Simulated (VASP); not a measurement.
A convergence study with VASP on Mo (bcc): one setting is varied, all else stays as given below, so the limit is that of these other settings. Each run relaxes cell and ions from the cell shown.

```
Mo
1.0
   -1.57500     1.57500     1.57500
    1.57500    -1.57500     1.57500
    1.57500     1.57500    -1.57500
Mo
1
Cartesian
  0.00000   0.00000   0.00000
```

These are LDA (Ceperley-Alder, Perdew-Zunger), VASP's LDA PAW potentials (set 64) (plane waves; VASP 6.6.1) values and carry that method's errors. The tightest run used: 550 eV cut-off, 21×21×21 Γ-centred mesh, first-order Methfessel-Paxton smearing of 0.10 eV, potentials Mo_sv.

**Question.** The settings run are 2×2×2 mesh; 3×3×3 mesh; 4×4×4 mesh; 5×5×5 mesh; 6×6×6 mesh; 7×7×7 mesh; 8×8×8 mesh; 9×9×9 mesh; 10×10×10 mesh; 11×11×11 mesh; 12×12×12 mesh; 13×13×13 mesh; 14×14×14 mesh; 15×15×15 mesh; 16×16×16 mesh; 17×17×17 mesh; 18×18×18 mesh; 19×19×19 mesh; 20×20×20 mesh; 21×21×21 mesh. From which on does the relaxed volume stay within 0.1 Å³/atom of the tightest run?

**Answer.** From 6×6×6 mesh on: it is off by 0.001 there and by no more than 0.1 in any finer run, while 5×5×5 mesh is off by 0.140.
```
setting        relaxed volume (Å³/atom)  E (eV/atom)  irreducible k-points  difference judged (Å³/atom)
-------------  ------------------------  -----------  --------------------  ---------------------------
2×2×2 mesh                       15.651     -10.7925                     3                        0.534
3×3×3 mesh                       15.860     -11.5322                     4                        0.743
4×4×4 mesh                       15.174     -12.0882                     8                        0.057
5×5×5 mesh                       14.977     -12.1684                    10                        0.140
6×6×6 mesh                       15.118     -12.1960                    16                        0.001
7×7×7 mesh                       15.181     -12.0874                    20                        0.064
8×8×8 mesh                       15.146     -12.1041                    29                        0.028
9×9×9 mesh                       15.108     -12.1474                    35                        0.010
10×10×10 mesh                    15.087     -12.1186                    47                        0.030
11×11×11 mesh                    15.102     -12.1060                    56                        0.015
12×12×12 mesh                    15.117     -12.1463                    72                        0.000
13×13×13 mesh                    15.100     -12.1345                    84                        0.017
14×14×14 mesh                    15.157     -12.1133                   104                        0.040
15×15×15 mesh                    15.141     -12.1257                   120                        0.024
16×16×16 mesh                    15.116     -12.1365                   145                        0.002
17×17×17 mesh                    15.130     -12.1327                   165                        0.013
18×18×18 mesh                    15.119     -12.1300                   195                        0.002
19×19×19 mesh                    15.115     -12.1311                   220                        0.002
20×20×20 mesh                    15.129     -12.1319                   256                        0.012
21×21×21 mesh                    15.117     -12.1295                   286                        0.000
```

Left out are rungs that failed or repeat a setting and relaxations that didn't move; long series are thinned to 24 rows.

The compound is Mo in the bcc structure.
